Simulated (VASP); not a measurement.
Input:

```
W
1.0
   -1.59218     1.59218     1.59218
    1.59218    -1.59218     1.59218
    1.59218     1.59218    -1.59218
W
1
Cartesian
  0.00000   0.00000   0.00000
```

All values below come from PBE GGA, VASP's PBE PAW potentials (set 64) (plane waves; VASP). Run with 500 eV cut-off, 16×16×16 Γ-centred mesh, first-order Methfessel-Paxton smearing of 0.10 eV, potentials W_sv.

Unless said otherwise, spin-orbit coupling is left out, though it shifts the bands of the heavy elements here.

**Question.** Predict the energy per atom (σ→0), band gap (on the k-mesh) with the smallest direct gap where there is one.

**Answer.** 
```json
{
 "band gap (on the k-mesh)": "none (metal, semimetal or under 0.01 eV)",
 "energy per atom (σ→0)": "-12.956 eV/atom"
}
```

The compound is W in the bcc structure. It was relaxed first.
